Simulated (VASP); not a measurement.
Input for VASP

### INCAR
```
! general
SYSTEM  = Cd
PREC    = Accurate
ENCUT   = 500
LREAL   = F
LASPH   = T

! electronic loop
EDIFF   = 1E-6
NELM    = 100
ALGO    = Normal
LMAXMIX = 4   ! l cut-off of mixed one-centre charges

! smearing
ISMEAR  = 1   ! Methfessel-Paxton
SIGMA   = 0.1   ! width (eV)

! ions
IBRION  = 2   ! conjugate gradients
NSW     = 40
ISIF    = 3   ! ions, shape and volume
EDIFFG  = -0.02   ! ionic stop
PSTRESS = 200   ! kbar

! output
LWAVE   = F
LCHARG  = F
```

### KPOINTS
```
Automatic mesh
0
gamma
15 15 8
0 0 0
```

File POSCAR:
```
Cd
1.0
  1.4141127124  -2.4493156413   0.0000000000
  1.4141127124   2.4493156413   0.0000000000
  0.0000000000   0.0000000000   4.8528822878
Cd
2
Direct
  0.3333330000   0.6666670000   0.2500000000
  0.6666670000   0.3333330000   0.7500000000
```

POTCAR, in this order: Cd (LDA.64 set). Program: vasp_std.

Translate this LDA calculation to Ansatz.

One equivalent input (not run):
Ansatz 0.2 input:
```yaml
crystal:
  lattice:
    - [1.4141127, -2.4493156, 0.0000000]
    - [1.4141127, 2.4493156, 0.0000000]
    - [0.0000000, 0.0000000, 4.8528823]
  atoms:
    - { symbol: Cd, position: [0.3333330, 0.6666670, 0.2500000] }
    - { symbol: Cd, position: [0.6666670, 0.3333330, 0.7500000] }
kpoints:
  mp_grid: { grid: [15, 15, 8] }
hamiltonian:
  xc: lda
  pseudopotentials: { kind: paw }
scf:
  occupations: { method: methfessel_paxton, width: 0.1 }
  max_iter: 100
relax:
  max_steps: 40
  f_tol: 0.02
  cell: { p_target: 20 }
output: { forces: true, stress: true, eigenvalues: true }
```
The two are equivalent in intent, not identical: each code has its own PAW files, so the cut-off isn't converted (ENCUT is set for VASP's; basis.ecutwfc is left out, and Ansatz then takes the one that its files recommend); Ansatz stops its SCF on the density residual and VASP on the energy change (EDIFF); Ansatz's lda is the Perdew-Wang form, while the LDA potentials of VASP carry Perdew-Zunger's.

The compound is Cd in the hcp structure. This run relaxes it under an external pressure of 20 GPa. Symmetry was kept, so distortions that lower it aren't found.
